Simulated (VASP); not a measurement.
Consider the following.

```yaml
crystal:
  lattice:
    - [0.00000, 3.15950, 3.15950]
    - [3.15950, 0.00000, 3.15950]
    - [3.15950, 3.15950, 0.00000]
  atoms:
    - { symbol: Sb, position: [0.50000, 0.50000, 0.50000] }
    - { symbol: Nd, position: [0.00000, 0.00000, 0.00000], spin: 3.0 }
```

Method: PBEsol GGA, VASP's PBE PAW potentials (set 64) (plane waves; VASP). Settings: 300 eV cut-off, 6×6×6 Γ-centred mesh, Fermi-Dirac smearing of 0.050 eV, potentials Sb Nd.

Unless said otherwise, spin-orbit coupling is left out, though it shifts the bands of the heavy elements here.

Predict the cell moment, energy per atom (σ→0), band gap (on the k-mesh) with the smallest direct gap where there is one.

| Item | Value |
|---|---|
| band gap (on the k-mesh) | none (metal, semimetal or under 0.01 eV) |
| cell moment | 3.10 μB |
| energy per atom (σ→0) | -652.3 kJ/mol of atoms |

Give the moment on each site (PAW-sphere projection).

```
site  moment (μB)
----  -----------
Sb1         -0.07
Nd2          2.98
```

Total energies compare only between runs with the same potentials, cut-off and functional.

The structure comes from a measured NdSb entry (Fm-3m) of the Crystallography Open Database, whose conditions weren't checked. The cell was not relaxed at this level.
